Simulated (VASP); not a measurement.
# Lattice of Si2W, functional by functional

Aim: relax Si2W at several levels of theory and compare the cells. The starting structure is a measured crystal structure from the Crystallography Open Database. The first relaxation on each setting starts from this cell expanded by 3 % in volume.

Program: VASP 6.6.1. Level of theory: Kohn-Sham DFT with plane waves and PAW; PBEsol, LDA, PBE, PBEsol + D3(BJ), r2SCAN, PBEsol+U (W d 6.2 eV), LDA+U (W d 6.2 eV) and r2SCAN + rVV10. Results are calculated unless marked as measured.

**1. The starting structure**

Symmetry: I4/mmm, No. 139, tetragonal system. Conventional cell: a = 3.214 Å, b = 3.214 Å, c = 7.830 Å, α = 90.00°, β = 90.00°, γ = 90.00°. Nearest to W lie 10 Si at 2.62 Å. Nearest to Si lie 5 Si at 2.59 to 2.63 Å and 5 W at 2.62 Å. Farther neighbours are not listed.

Coordinates:

```
W Si
1.0
     0.00000   -3.21380    0.00000
    -3.21380    0.00000    0.00000
     1.60690   -1.60690   -3.91495
W Si
1 2
Direct
  0.00000 0.00000 0.00000
  0.66530 0.33470 0.66940
  0.33470 0.66530 0.33060
```

**2. Relaxation with PBEsol**

PBEsol restores the gradient expansion of exchange and is tuned for the cells of solids. This run starts from the cell of an earlier relaxation, which isn't shown; the restart sets up the plane waves anew.

INCAR reads:

```
SYSTEM = Si2W
PREC = Accurate
ENCUT = 450
EDIFF = 1E-06
NELM = 100
ISMEAR = 0
SIGMA = 0.05
LREAL = .FALSE.
ALGO = Normal
GGA = PS
NBANDS = 13
LASPH = .TRUE.
LORBIT = 11
LWAVE = .FALSE.
LCHARG = .FALSE.
KPAR = 4
IBRION = 2
NSW = 50
ISIF = 3
EDIFFG = -0.006
```

POSCAR reads:

```
Si2W
1.0
    0.0000000000     -3.2010415477      0.0000000000
   -3.2010415477      0.0000000000      0.0000000000
    1.6005207739     -1.6005207739     -3.9073589165
W Si
1 2
Direct
    0.0000000000      0.0000000000      0.0000000000
    0.6655954464      0.3344045536      0.6688091071
    0.3344045536      0.6655954464      0.3311908929
```

KPOINTS reads:

```
Automatic mesh
0
Gamma
12 12 12
0 0 0
```

The projector-augmented-wave data sets are W and Si (PBE family, release 64).

Run with:

```console
mpirun -np 4 vasp_std
```

Output:

```text
[banner, memory and clock lines left out]
running    4 mpi-ranks, on    1 nodes
 distrk:  each k-point on    1 cores,    4 groups
 distr:  one band on    1 cores,    1 groups

 POSCAR found type information on POSCAR W Si
 POSCAR found :  2 types and       3 ions
|                                                                             |
|               ----> ADVICE to this user running VASP <----                  |
|                                                                             |
|     You enforced a specific xc type in the INCAR file but a different       |
|     [... a line on the potential file left out ...]
|     I HOPE YOU KNOW WHAT YOU ARE DOING!                                     |
|                                                                             |

 LDA part: xc-table for (Slater+PW92), standard interpolation
 POSCAR, INCAR and KPOINTS ok, starting setup
 FFT: planning ... GRIDC
 FFT: planning ... GRID_SOFT
 FFT: planning ... GRID
 WAVECAR not read
 entering main loop
       N       E                     dE             d eps       ncg     rms          rms(c)
DAV:   1     0.216271213216E+02    0.21627E+02   -0.54583E+03  4270   0.827E+02
DAV:   2    -0.255208123538E+02   -0.47148E+02   -0.43189E+02  5352   0.175E+02
DAV:   3    -0.275919304953E+02   -0.20711E+01   -0.20284E+01  5876   0.300E+01
DAV:   4    -0.276155387490E+02   -0.23608E-01   -0.23591E-01  4974   0.371E+00
DAV:   5    -0.276158808546E+02   -0.34211E-03   -0.34206E-03  6015   0.380E-01    0.269E+01
DAV:   6    -0.268709825871E+02    0.74490E+00   -0.20716E+00  6232   0.901E+00    0.113E+01
DAV:   7    -0.267490266750E+02    0.12196E+00   -0.20080E-01  4823   0.299E+00    0.553E+00
DAV:   8    -0.267251168773E+02    0.23910E-01   -0.39124E-02  5534   0.141E+00    0.522E-01
DAV:   9    -0.267248253726E+02    0.29150E-03   -0.20278E-03  5050   0.306E-01    0.285E-01
DAV:  10    -0.267247911986E+02    0.34174E-04   -0.31722E-04  5366   0.112E-01    0.581E-02
DAV:  11    -0.267247743609E+02    0.16838E-04   -0.48552E-05  5335   0.483E-02    0.208E-02
DAV:  12    -0.267247745530E+02   -0.19212E-06   -0.15937E-06  3743   0.993E-03
   1 F= -.26724775E+02 E0= -.26724654E+02  d E =-.267248E+02
 curvature:   0.00 expect dE= 0.000E+00 dE for cont linesearch  0.000E+00
 trial: gam= 0.00000 g(F)=  0.447E-08 g(S)=  0.253E-05 ort = 0.000E+00 (trialstep = 0.100E+01)
 search vector abs. value=  0.254E-05
 reached required accuracy - stopping structural energy minimisation
```

Wall time 23 s (4 MPI ranks of AMD EPYC 7R43, shared host); peak memory 0.65 GiB; 89 s of CPU time.

Lines that name or quote the potential files are left out of all logs, and their timing lines are given in words.

Parts of OUTCAR (step 2):

```text
ion  position               nearest neighbor table
   1  0.000  0.000  0.000-   2 2.61   3 2.61   3 2.61   2 2.61   2 2.61   3 2.61   3 2.61   2 2.61
                             3 2.61   2 2.61
   2  0.666  0.334  0.669-   3 2.59   1 2.61   1 2.61   1 2.61   1 2.61   1 2.61   3 2.62   3 2.62
                             3 2.62   3 2.62
   3  0.334  0.666  0.331-   2 2.59   1 2.61   1 2.61   1 2.61   1 2.61   1 2.61   2 2.62   2 2.62
                             2 2.62   2 2.62

  LATTYP: Found a body centered tetragonal cell.
 ALAT       =     3.2010415477
 C/A-ratio  =     2.4413047180

 Subroutine GETGRP returns: Found 16 space group operations
 (whereof 16 operations were pure point group operations)

The static configuration has the point symmetry D_4h.

 Found    163 irreducible k-points:

   k-points           NKPTS =    163   k-points in BZ     NKDIM =    163   number of bands    NBANDS=     13

   dimension x,y,z NGX =    24 NGY =   24 NGZ =   32
   dimension x,y,z NGXF=    48 NGYF=   48 NGZF=   64

   ENCUT  =  450.0 eV  33.07 Ry    5.75 a.u.   5.54  5.54  7.81*2*pi/ulx,y,z

   NELECT =      14.0000    total number of electrons

 k-points in reciprocal lattice and weights: Automatic mesh
   0.00000000  0.00000000  0.00000000       0.001
   0.08333333  0.00000000  0.00000000       0.005
   0.16666667  0.00000000 -0.00000000       0.005
   0.25000000  0.00000000  0.00000000       0.005
   0.33333333  0.00000000  0.00000000       0.005
   0.41666667  0.00000000  0.00000000       0.005
   0.50000000  0.00000000  0.00000000       0.002
   0.08333333  0.08333333  0.00000000       0.002
   0.16666667  0.08333333 -0.00000000       0.009
[...]
-0.08333333  0.08333333  0.41666667       0.002
   0.00000000  0.00000000  0.50000000       0.001

 average (electrostatic) potential at core
       1 -34.5060       2 -78.9486       3 -78.9486

 E-fermi :  10.6178

 k-point     1 :       0.0000    0.0000    0.0000
  band No.  band energies     occupation
    ...
      2       3.6495      2.00000
      3       6.8296      2.00000
      4       7.1622      2.00000
      5       7.7053      2.00000
      6       7.7053      2.00000
      7      11.1849      0.00000
      8      13.4231      0.00000
      9      13.4828      0.00000
     10      13.7535      0.00000
     11      13.7535      0.00000
    ...

 k-point     2 :       0.0833    0.0000    0.0000
  band No.  band energies     occupation
    ...
      2       3.6611      2.00000
      3       6.4206      2.00000
      4       7.1654      2.00000
      5       7.7949      2.00000
      6       7.8655      2.00000
      7      10.6843      0.05968
      8      13.0288      0.00000
      9      13.3165      0.00000
     10      13.8800      0.00000
     11      14.3228      0.00000
    ...

 k-point     3 :       0.1667    0.0000   -0.0000
  band No.  band energies     occupation
    ...
      3       5.6853      2.00000
      4       7.0732      2.00000
      5       8.0361      2.00000
      6       8.0477      2.00000
      7       9.8345      2.00000
      8      12.2141      0.00000
      9      12.9034      0.00000
     10      14.7332      0.00000
     11      15.0627      0.00000
     12      15.5934      0.00000
    ...

  Total       -0.0032764     -0.0032764      0.0116584      0.0000000      0.0000000     -0.0000000
  in kB       -0.1311101     -0.1311101      0.4665360      0.0000000      0.0000000     -0.0000000
  external PRESSURE =       0.0681052 kB  Pullay stress =       0.0000000 kB

  energy-cutoff  :      450.00
  volume of cell :       40.04
      direct lattice vectors                 reciprocal lattice vectors
     0.000000000 -3.201041548  0.000000000     0.000000000 -0.312398319  0.127963673
    -3.201041548  0.000000000  0.000000000    -0.312398319  0.000000000 -0.127963673
     1.600520774 -1.600520774 -3.907358916     0.000000000  0.000000000 -0.255927347

 POSITION                                       TOTAL-FORCE (eV/Angst)
 -----------------------------------------------------------------------------------
      0.00000      0.00000      0.00000         0.000000     -0.000000      0.000000
     -0.00000     -3.20104     -2.61328         0.000000     -0.000000     -0.000215
     -1.60052     -1.60052     -1.29408        -0.000000      0.000000      0.000215
 -----------------------------------------------------------------------------------
    total drift:                                0.000000     -0.000000      0.000000

  FREE ENERGIE OF THE ION-ELECTRON SYSTEM (eV)
  ---------------------------------------------------
  free  energy   TOTEN  =       -26.7247745530 eV

  energy  without entropy=      -26.7245333327  energy(sigma->0) =      -26.72465394

 reached required accuracy - stopping structural energy minimisation

 total charge
# of ion       s       p       d       tot
------------------------------------------
    1        0.562   0.684   4.540   5.786
    2        0.736   0.896   0.000   1.633
    3        0.736   0.896   0.000   1.633
--------------------------------------------------
tot          2.035   2.476   4.540   9.051

[... 3 further parts left out ...]
```

CONTCAR:

```
Si2W
   1.00000000000000
     0.0000000000000000   -3.2010415477000000    0.0000000000000000
    -3.2010415477000000    0.0000000000000000    0.0000000000000000
     1.6005207739000000   -1.6005207739000000   -3.9073589164999998
  W               Si
     1     2
Direct
     0.0000000000000000    0.0000000000000000    0.0000000000000000
     0.6655954463999976    0.3344045536000024    0.6688091071000031
     0.3344045536000024    0.6655954463999976    0.3311908928999969
```

The PAW data sets were made with PBE, which is usual practice but a small mismatch for other functionals. The data set W keeps the semicore shell frozen, which is cheaper and a little less accurate. The run keeps the 16 symmetry operations of its start, so it cannot find a distortion of lower symmetry.

With PBEsol the relaxed cell holds 13.346 Å³ an atom, -0.98 % against the measured cell, with a = 3.201 Å and c = 7.815 Å.

**3. Relaxation with LDA**

LDA, the lowest rung, knows the local density alone. This run starts from the cell of an earlier relaxation, which isn't shown; the restart sets up the plane waves anew.

Changes to INCAR since step 2:

```diff
@@ -9,3 +9,3 @@
 ALGO = Normal
-GGA = PS
+GGA = CA
 NBANDS = 13
```

POSCAR reads:

```
Si2W
1.0
    0.0000000000     -3.1859874420      0.0000000000
   -3.1859874420      0.0000000000      0.0000000000
    1.5929937211     -1.5929937211     -3.8883572981
W Si
1 2
Direct
    0.0000000000      0.0000000000      0.0000000000
    0.6654433151      0.3345566849      0.6691133698
    0.3345566849      0.6654433151      0.3308866302
```

KPOINTS is that of step 2.

The projector-augmented-wave data sets are W and Si (LDA family, release 64).

Run with:

```console
mpirun -np 4 vasp_std
```

Output:

```text
[banner, memory and clock lines left out]
running    4 mpi-ranks, on    1 nodes
[...]
LDA part: xc-table for (Slater(with rela. corr.)+CA(PZ))
 , standard interpolation
 POSCAR, INCAR and KPOINTS ok, starting setup
[...]
entering main loop
       N       E                     dE             d eps       ncg     rms          rms(c)
DAV:   1     0.213420791974E+02    0.21342E+02   -0.56054E+03  4302   0.833E+02
DAV:   2    -0.262926495451E+02   -0.47635E+02   -0.43403E+02  5282   0.165E+02
DAV:   3    -0.283037745856E+02   -0.20111E+01   -0.19711E+01  5726   0.300E+01
DAV:   4    -0.283251342086E+02   -0.21360E-01   -0.21348E-01  4981   0.346E+00
[...]
DAV:  10    -0.274523199547E+02    0.79218E-04   -0.31929E-04  5291   0.103E-01    0.688E-02
DAV:  11    -0.274523041412E+02    0.15814E-04   -0.49569E-05  5169   0.462E-02    0.245E-02
DAV:  12    -0.274523042725E+02   -0.13132E-06   -0.16150E-06  3777   0.970E-03
   1 F= -.27452304E+02 E0= -.27452166E+02  d E =-.274523E+02
[...]
reached required accuracy - stopping structural energy minimisation
```

The job ended after 26 s (4 MPI ranks; peak memory 0.62 GiB; 98 s of CPU time).

Parts of OUTCAR (step 3):

```text
  Total       -0.0041626     -0.0041626      0.0072107      0.0000000      0.0000000     -0.0000000
  in kB       -0.1689764     -0.1689764      0.2927077      0.0000000      0.0000000     -0.0000000
  external PRESSURE =      -0.0150817 kB  Pullay stress =       0.0000000 kB

 POSITION                                       TOTAL-FORCE (eV/Angst)
 -----------------------------------------------------------------------------------
      0.00000      0.00000      0.00000        -0.000000      0.000000      0.000000
      0.00000     -3.18599     -2.60175        -0.000000      0.000000      0.000615
     -1.59299     -1.59299     -1.28661         0.000000     -0.000000     -0.000615
 -----------------------------------------------------------------------------------
    total drift:                               -0.000000      0.000000      0.000000

  FREE ENERGIE OF THE ION-ELECTRON SYSTEM (eV)
  ---------------------------------------------------
  free  energy   TOTEN  =       -27.4523042725 eV

  energy  without entropy=      -27.4520286067  energy(sigma->0) =      -27.45216644

[... 2 parts as in an earlier step ...]

[... 2 further parts left out ...]
[key lines of the parts left out:]
E-fermi :  10.8836
```

With LDA the relaxed cell holds 13.156 Å³ an atom, -2.39 % against the measured cell, with a = 3.186 Å and c = 7.777 Å. That is -1.42 % from PBEsol.

**4. Relaxation with PBE**

PBE, the usual starting point, adds the gradient of the density. This run starts from the cell of an earlier relaxation, which isn't shown; the restart sets up the plane waves anew.

Changes to INCAR since step 3:

```diff
@@ -9,3 +9,3 @@
 ALGO = Normal
-GGA = CA
+GGA = PE
 NBANDS = 13
```

POSCAR reads:

```
Si2W
1.0
    0.0000000000     -3.2252000789      0.0000000000
   -3.2252000789      0.0000000000      0.0000000000
    1.6126000395     -1.6126000395     -3.9315958649
W Si
1 2
Direct
    0.0000000000      0.0000000000      0.0000000000
    0.6655377530      0.3344622470      0.6689244941
    0.3344622470      0.6655377530      0.3310755059
```

KPOINTS is that of step 3.

Potentials, in the order of the species: W and Si (PBE family, release 64).

Run with:

```console
mpirun -np 4 vasp_std
```

Output:

```text
[banner, memory and clock lines left out]
running    4 mpi-ranks, on    1 nodes
[...]
LDA part: xc-table for (Slater+PW92), standard interpolation
 POSCAR, INCAR and KPOINTS ok, starting setup
[...]
entering main loop
       N       E                     dE             d eps       ncg     rms          rms(c)
DAV:   1     0.238363479382E+02    0.23836E+02   -0.55314E+03  4318   0.829E+02
DAV:   2    -0.236925840580E+02   -0.47529E+02   -0.43346E+02  5262   0.174E+02
DAV:   3    -0.257767661766E+02   -0.20842E+01   -0.20351E+01  5774   0.305E+01
DAV:   4    -0.258054533871E+02   -0.28687E-01   -0.28640E-01  5019   0.404E+00
[...]
DAV:  10    -0.248918541439E+02    0.74767E-05   -0.35310E-04  5358   0.118E-01    0.496E-02
DAV:  11    -0.248918385204E+02    0.15624E-04   -0.51023E-05  5374   0.519E-02    0.225E-02
DAV:  12    -0.248918388364E+02   -0.31602E-06   -0.18521E-06  4060   0.106E-02
   1 F= -.24891839E+02 E0= -.24891706E+02  d E =-.248918E+02
[...]
N       E                     dE             d eps       ncg     rms          rms(c)
DAV:   1    -0.248918400363E+02   -0.15159E-05   -0.17612E-04  4721   0.894E-02    0.326E-02
DAV:   2    -0.248918375913E+02    0.24450E-05   -0.81135E-06  5326   0.213E-02    0.126E-02
DAV:   3    -0.248918373802E+02    0.21112E-06   -0.72838E-07  2779   0.572E-03
   2 F= -.24891837E+02 E0= -.24891704E+02  d E =0.145626E-05
 trial-energy change:    0.000001  1 .order    0.000001   -0.000007    0.000009
 step:   0.4121(harm=  0.4121)  dis= 0.00003  next Energy=   -24.891840 (dE=-0.136E-05)
[...]
N       E                     dE             d eps       ncg     rms          rms(c)
DAV:   1    -0.248918423315E+02   -0.47402E-05   -0.67101E-05  4686   0.548E-02    0.187E-02
DAV:   2    -0.248918408952E+02    0.14362E-05   -0.27673E-06  4938   0.124E-02    0.721E-03
DAV:   3    -0.248918405268E+02    0.36848E-06   -0.26017E-07  2374   0.370E-03
   3 F= -.24891841E+02 E0= -.24891707E+02  d E =-.169034E-05
[...]
reached required accuracy - stopping structural energy minimisation
```

Run time: 31 s. Hardware: 4 MPI ranks; peak memory 0.72 GiB; 2 min of CPU time.

From OUTCAR (step 4):

```text
  Total        0.0043227      0.0043227      0.0039653      0.0000000      0.0000000     -0.0000000
  in kB        0.1693824      0.1693824      0.1553763      0.0000000      0.0000000     -0.0000000
  external PRESSURE =       0.1647137 kB  Pullay stress =       0.0000000 kB

 POSITION                                       TOTAL-FORCE (eV/Angst)
 -----------------------------------------------------------------------------------
      0.00000     -0.00000     -0.00000         0.000000     -0.000000      0.000000
      0.00000     -3.22509     -2.62959        -0.000000      0.000000      0.001453
     -1.61254     -1.61254     -1.30153         0.000000     -0.000000     -0.001453
 -----------------------------------------------------------------------------------
    total drift:                                0.000000      0.000000      0.000000

  FREE ENERGIE OF THE ION-ELECTRON SYSTEM (eV)
  ---------------------------------------------------
  free  energy   TOTEN  =       -24.8918405268 eV

  energy  without entropy=      -24.8915741948  energy(sigma->0) =      -24.89170736

[... 2 parts as in an earlier step ...]

[... 2 further parts left out ...]
[key lines of the parts left out:]
E-fermi :  10.4245
```

With PBE the relaxed cell holds 13.629 Å³ an atom, +1.12 % against the measured cell, with a = 3.225 Å and c = 7.862 Å. That is +2.13 % from PBEsol.

**5. Relaxation with PBEsol + D3(BJ)**

D3 with Becke-Johnson damping keeps a finite attraction at short range. This run starts from the cell of an earlier relaxation, which isn't shown; the restart sets up the plane waves anew.

Changes to INCAR since step 4:

```diff
@@ -9,3 +9,4 @@
 ALGO = Normal
-GGA = PE
+GGA = PS
+IVDW = 12
 NBANDS = 13
```

POSCAR reads:

```
Si2W
1.0
    0.0000000000     -3.1692024528      0.0000000000
   -3.1692024528      0.0000000000      0.0000000000
    1.5846012264     -1.5846012264     -3.8768528581
W Si
1 2
Direct
    0.0000000000      0.0000000000      0.0000000000
    0.6659935702      0.3340064298      0.6680128596
    0.3340064298      0.6659935702      0.3319871404
```

KPOINTS is that of step 4.

Run with:

```console
mpirun -np 4 vasp_std
```

Output:

```text
[banner, memory and clock lines left out]
running    4 mpi-ranks, on    1 nodes
[...]
[... a notice as in an earlier step ...]

 LDA part: xc-table for (Slater+PW92), standard interpolation
 POSCAR, INCAR and KPOINTS ok, starting setup
[...]
entering main loop
       N       E                     dE             d eps       ncg     rms          rms(c)
DAV:   1     0.227463643965E+02    0.22746E+02   -0.55357E+03  4302   0.834E+02
DAV:   2    -0.253985051605E+02   -0.48145E+02   -0.43913E+02  5265   0.177E+02
DAV:   3    -0.275379003074E+02   -0.21394E+01   -0.20870E+01  5751   0.309E+01
DAV:   4    -0.275642941854E+02   -0.26394E-01   -0.26374E-01  5066   0.394E+00
[...]
DAV:  10    -0.267010654739E+02    0.29304E-04   -0.28828E-04  5398   0.106E-01    0.661E-02
DAV:  11    -0.267010492428E+02    0.16231E-04   -0.42211E-05  5283   0.449E-02    0.200E-02
DAV:  12    -0.267010493885E+02   -0.14563E-06   -0.13141E-06  3561   0.912E-03
   1 F= -.28395167E+02 E0= -.28395062E+02  d E =-.283952E+02
[...]
reached required accuracy - stopping structural energy minimisation
```

Run time: 18 s. Hardware: 4 MPI ranks; peak memory 0.7 GiB.

OUTCAR, selected parts (step 5):

```text
 Edisp (eV)   -1.69412

  Total      -0.00148    -0.00148     0.00776     0.00000     0.00000     0.00000
  in kB      -0.06093    -0.06093     0.31934     0.00000     0.00000     0.00000
  external pressure =        0.07 kB  Pullay stress =        0.00 kB

 POSITION                                       TOTAL-FORCE (eV/Angst)
 -----------------------------------------------------------------------------------
      0.00000      0.00000      0.00000         0.000000      0.000000      0.000000
      0.00000     -3.16920     -2.58979         0.000000     -0.000000      0.003296
     -1.58460     -1.58460     -1.28707        -0.000000      0.000000     -0.003296
 -----------------------------------------------------------------------------------
    total drift:                                0.000000     -0.000000      0.000000

  FREE ENERGIE OF THE ION-ELECTRON SYSTEM (eV)
  ---------------------------------------------------
  free  energy   TOTEN  =       -28.3951667108 eV

  energy  without entropy=      -28.3949582772  energy(sigma->0) =      -28.39506249

[... 2 parts as in an earlier step ...]

[... 2 further parts left out ...]
[key lines of the parts left out:]
E-fermi :  11.0039
```

With PBEsol + D3(BJ) the relaxed cell holds 12.980 Å³ an atom, -3.70 % against the measured cell, with a = 3.169 Å and c = 7.754 Å. That is -2.74 % from PBEsol.

(Part 1 of 2 ends here.)

[Lines on the potential files, build, host, timing and source positions are cut from VASP's logs without a mark.]

[Logs are printed without paths, hosts, clocks, repeated set-up lines and the standing remarks that a program may print on its own settings, such as how far it seeks lower states.]

[Hosts, paths, dates, database ids (printed as entryN), source tags and the programs' standing remarks are cut or masked in the printed files.]
